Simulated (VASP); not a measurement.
Input:

```
CELL_PARAMETERS angstrom
      1.82901    -3.16794     0.00000
      1.82901     3.16794     0.00000
      0.00000     0.00000     7.67285
ATOMIC_POSITIONS crystal
  Pt 0.00000 0.00000 0.00000
  S  0.33333 0.66667 0.16345
  S  0.66667 0.33333 0.83655
```

Calculation: revPBE GGA, VASP's PBE PAW potentials (set 64) (plane waves; VASP 6.6.1). Numerical set-up: 520 eV cut-off, 7×7×3 Γ-centred mesh, Gaussian smearing of 0.050 eV, potentials Pt S.

Without a dispersion term in the relaxation, distances and binding between the weakly bound layers, chains or molecules are unreliable, and so is what depends on them.

Task: The ions and cell shape at fixed volume are relaxed. Which structure does the run end with?

Result: 
```
CELL_PARAMETERS angstrom
      1.79462    -3.10838     0.00000
      1.79462     3.10838     0.00000
      0.00000     0.00000     7.96971
ATOMIC_POSITIONS crystal
  Pt 0.00000 0.00000 0.00000
  S  0.33333 0.66667 0.15406
  S  0.66667 0.33333 0.84594
```
Space group P-3m1 (164), at a tolerance of 0.03 Å.

Task: How much energy does the relaxation gain?

Result: The energy (σ→0) changes by -23.5 meV/atom, in 7 ionic steps.

```csv
step,E(σ→0) (eV),max force (eV/Å),pressure (GPa),volume (Å³)
1,-14.3729,0.682,-4.26,88.92
2,-14.4170,0.365,-2.64,88.92
3,-14.4386,0.049,-0.55,88.92
4,-14.4387,0.093,-0.32,88.92
5,-14.4426,0.041,-0.11,88.92
6,-14.4432,0.011,0.00,88.92
7,-14.4432,0.009,0.01,88.92
```

The compound is PtS2 in the 1T layered structure. This cell is one point of a volume scan, at 1.06 of the reference volume. Symmetry was kept, so distortions that lower it aren't found.
